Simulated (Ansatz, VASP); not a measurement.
**Two plane-wave programs on AlB2C2**

```
Al B C
1.0
     3.37067    0.00000    0.00000
    -1.68534    2.91909    0.00000
     0.00000    0.00000    5.68740
Al B C
1 2 2
Direct
  0.00000 0.00000 0.50000
  0.33333 0.66667 0.50000
  0.66667 0.33333 0.50000
  0.33333 0.66667 0.00000
  0.66667 0.33333 0.00000
```

Alike in both runs: task single point; functional PBE; k mesh 6 × 6 × 4; occupations gaussian, width 0.1 eV; no spin polarisation.

```csv
,VASP,Ansatz
version,VASP 6.6.1,Ansatz 0.2.0
potentials or method,"VASP PAW PBE potentials, release 64 (Al, B, C)","scalar-relativistic, plane waves, PAW"
plane-wave cutoff (eV),520,420
valence electrons in the cell,17,17
```

Ansatz gave:

- gap on the k mesh at the Fermi level (eV): none
- pressure (GPa): -5.6
- largest component of the traceless stress (GPa): 0.23

**Question.** What did VASP give for the same quantities?

**Answer.** gap on the k mesh at the Fermi level (eV): none; pressure (GPa): -5.6; largest component of the traceless stress (GPa): 0.20.

A gap of «none» marks a metal or a gap that the smearing closes.
